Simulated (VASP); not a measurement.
Here is a VASP 6.6.1 calculation.

File INCAR:

```
SYSTEM = HfW
PREC     = Accurate       ! precision mode
ENCUT    = 520            ! plane-wave cutoff, eV
EDIFF    = 1E-6           ! SCF threshold, eV
ISMEAR   = 0              ! smearing method
SIGMA    = 0.1            ! smearing width, eV
LREAL    = .FALSE.        ! projectors in reciprocal space
LASPH    = .TRUE.         ! aspherical terms in the spheres
NELM     = 100            ! most SCF steps
ALGO     = Fast           ! electronic algorithm
ISIF     = 2              ! what is computed and relaxed
LWAVE    = .FALSE.        ! write WAVECAR
LCHARG   = .TRUE.         ! write CHGCAR
GGA      = PE             ! functional
LELF     = .TRUE.         ! ELF
LVHAR    = .TRUE.       
NBANDS   = 45             ! bands
```

File KPOINTS:

```
regular mesh
0
G
  6 6 4
  0 0 0
```

POSCAR

```
HfW
1.0
    5.2630305698      0.0000000000      0.0000000000
   -2.6315152849      4.5579181743      0.0000000000
    0.0000000000      0.0000000000      4.2463087552
Hf W
3 3
Direct
    0.5000000000      0.0000000000      0.0000000000
    0.5000000000      0.5000000000      0.0000000000
    0.0000000000      0.5000000000      0.0000000000
    0.0000000000      0.0000000000      0.0000000000
    0.3333333333      0.6666666667      0.5000000000
    0.6666666667      0.3333333333      0.5000000000
```

Potentials or basis: VASP PAW PBE potentials, release 64 (Hf_pv, W_sv).

Run with:

```console
$ cat potpaw_PBE.64/Hf_pv/POTCAR potpaw_PBE.64/W_sv/POTCAR > POTCAR
$ mpirun -np 1 vasp_std > vasp.out
```

Q: What does it give for the pressure?

A: 52.1 GPa.

Q: Predict the band gap on the k mesh.

A: None (metal or under the smearing width).

Stress tensor (GPa, compression positive):
```
55.20  0.00  0.00
 0.00 55.20  0.00
 0.00  0.00 45.89
```

Caveat: the k mesh is coarse (spacing up to 0.37 Å⁻¹), so the values aren't converged; a pressure of tens of GPa on the cell as given is suspect, and the run, the potentials or the cell itself is likely at fault. The run has no spin-orbit coupling, so splittings on Hf, W are missing.
